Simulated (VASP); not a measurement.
Consider the following.

```
CELL_PARAMETERS angstrom
      7.14656     0.00000     0.00000
      0.00000     7.14656     0.00000
      0.00000     0.00000     7.14656
ATOMIC_POSITIONS crystal
  C  0.50000 0.00000 0.00000
  C  0.62543 0.12125 0.11815
  C  0.74903 0.24863 0.00032
  C  0.87470 0.37578 0.12561
  C  0.75366 0.00298 0.25168
  C  0.87396 0.12204 0.38164
  C  0.00000 0.00000 0.00000
  C  0.12500 0.12500 0.12500
  C  0.25000 0.25000 0.00000
  C  0.38055 0.37283 0.13179
  C  0.49339 0.49792 0.99833
  C  0.62870 0.63115 0.12247
  C  0.75000 0.75000 0.00000
  C  0.87500 0.87500 0.12500
  C  0.25000 0.00000 0.25000
  C  0.37907 0.13185 0.37618
  C  0.49354 0.24925 0.24563
  C  0.75178 0.49601 0.24511
  C  0.87551 0.61940 0.37824
  C  0.50616 0.00621 0.49824
  C  0.62634 0.12727 0.62515
  C  0.74959 0.24312 0.49394
  C  0.87409 0.37404 0.62060
  C  0.75000 0.00000 0.75000
  C  0.87500 0.12500 0.87500
  C  0.00000 0.50000 0.00000
  C  0.12500 0.62500 0.12500
  C  0.25000 0.75000 0.00000
  C  0.37500 0.87500 0.12500
  C  0.00000 0.25000 0.25000
  C  0.12500 0.37500 0.37500
  C  0.25369 0.50430 0.24718
  C  0.36993 0.62690 0.36811
  C  0.50404 0.75003 0.25697
  C  0.62500 0.87500 0.37500
  C  0.00000 0.00000 0.50000
  C  0.12500 0.12500 0.62500
  C  0.25001 0.24947 0.49300
  C  0.38185 0.38029 0.62104
  C  0.62541 0.62591 0.62967
  C  0.74387 0.75149 0.50005
  C  0.87500 0.87500 0.62500
  C  0.25000 0.00000 0.75000
  C  0.37500 0.12500 0.87500
  C  0.49637 0.24367 0.74545
  C  0.62500 0.37500 0.87500
  C  0.74718 0.50512 0.75486
  C  0.87500 0.62500 0.87500
  C  0.00000 0.75000 0.25000
  C  0.12500 0.87500 0.37500
  C  0.00000 0.50000 0.50000
  C  0.12500 0.62500 0.62500
  C  0.25000 0.75000 0.50000
  C  0.37500 0.87500 0.62500
  C  0.00000 0.25000 0.75000
  C  0.12500 0.37500 0.87500
  C  0.25000 0.50000 0.75000
  C  0.37500 0.62500 0.87500
  C  0.50000 0.75000 0.75000
  C  0.62500 0.87500 0.87500
  C  0.00000 0.75000 0.75000
  C  0.12500 0.87500 0.87500
  O  0.50148 0.49961 0.49802
```

The numbers are results of PBE GGA, VASP's PBE PAW potentials (set 64) (plane waves; VASP 6.6.1), not measurements. Run with PREC = Normal, LREAL = Auto, ISYM = 0, EDIFF = 1E-5, 400 eV cut-off, 1×1×1 Γ-centred mesh, Gaussian smearing of 0.050 eV, potentials C O. Starting moments (MAGMOM): 63*0.0317. The cell's moment is fixed (NUPDOWN = 2).

The supercell is sampled at Γ alone, which is coarse: total energies, pressure and levels can be off, energies of defects by several tenths of an eV.

Problem. The ions are relaxed. Give the cell that the relaxation ends in.

Solution. 
```
CELL_PARAMETERS angstrom
      7.14656     0.00000     0.00000
      0.00000     7.14656     0.00000
      0.00000     0.00000     7.14656
ATOMIC_POSITIONS crystal
  C  0.50098 0.99865 0.99819
  C  0.62382 0.12565 0.12519
  C  0.74982 0.25038 0.00025
  C  0.87456 0.37635 0.12526
  C  0.74981 0.00071 0.25002
  C  0.87462 0.12563 0.37597
  C  0.99991 0.00028 0.99984
  C  0.12468 0.12531 0.12480
  C  0.24939 0.25023 0.99871
  C  0.37744 0.37348 0.12608
  C  0.50083 0.49938 0.00069
  C  0.62675 0.62271 0.12624
  C  0.75003 0.75079 0.99883
  C  0.87490 0.87550 0.12489
  C  0.24942 0.99928 0.24971
  C  0.37749 0.12673 0.37290
  C  0.49157 0.23959 0.23907
  C  0.76060 0.50857 0.23918
  C  0.87354 0.62265 0.37301
  C  0.50091 0.00125 0.49894
  C  0.62688 0.12660 0.62231
  C  0.76076 0.23951 0.50821
  C  0.87363 0.37340 0.62227
  C  0.75009 0.99916 0.75043
  C  0.87495 0.12526 0.87511
  C  0.00160 0.49928 0.99821
  C  0.12560 0.62524 0.12485
  C  0.25039 0.74980 0.99991
  C  0.37499 0.87464 0.12478
  C  0.99959 0.25039 0.24996
  C  0.12489 0.37512 0.37463
  C  0.25193 0.49820 0.25114
  C  0.37021 0.63014 0.37330
  C  0.50211 0.74834 0.25119
  C  0.62510 0.87543 0.37469
  C  0.00163 0.99863 0.49885
  C  0.12568 0.12531 0.62476
  C  0.25202 0.25173 0.49763
  C  0.37028 0.37382 0.62949
  C  0.62645 0.63012 0.62966
  C  0.74862 0.74834 0.49778
  C  0.87499 0.87460 0.62482
  C  0.25046 0.00039 0.74932
  C  0.37502 0.12531 0.87412
  C  0.50215 0.25164 0.74778
  C  0.62512 0.37512 0.87495
  C  0.74859 0.49816 0.74791
  C  0.87497 0.62525 0.87420
  C  0.00095 0.75077 0.24978
  C  0.12521 0.87504 0.37415
  C  0.99904 0.49936 0.49893
  C  0.12403 0.62470 0.62421
  C  0.24917 0.75119 0.50017
  C  0.37559 0.87632 0.62414
  C  0.00103 0.25015 0.75039
  C  0.12520 0.37463 0.87454
  C  0.24913 0.50066 0.75065
  C  0.37552 0.62469 0.87580
  C  0.49958 0.75117 0.75068
  C  0.62559 0.87504 0.87464
  C  0.99985 0.74979 0.74939
  C  0.12503 0.87520 0.87473
  O  0.48965 0.51078 0.51021
``` The cell ends with 2.00 μB, on the first 30 sites 0.02 -0.01 0.01 -0.01 0.01 -0.01 0.00 0.00 0.03 -0.01 0.01 -0.01 0.03 0.00 0.03 -0.01 0.33 0.33 -0.01 0.01 -0.01 0.33 -0.01 0.03 0.00 0.02 0.00 0.00 0.00 0.01 μB.

Problem. How much energy does the relaxation gain?

Solution. The energy (σ→0) changes by -31.4 meV/atom, in 12 ionic steps.

The cell is a supercell with a defect, built from C (diamond): O_C-vac_C.
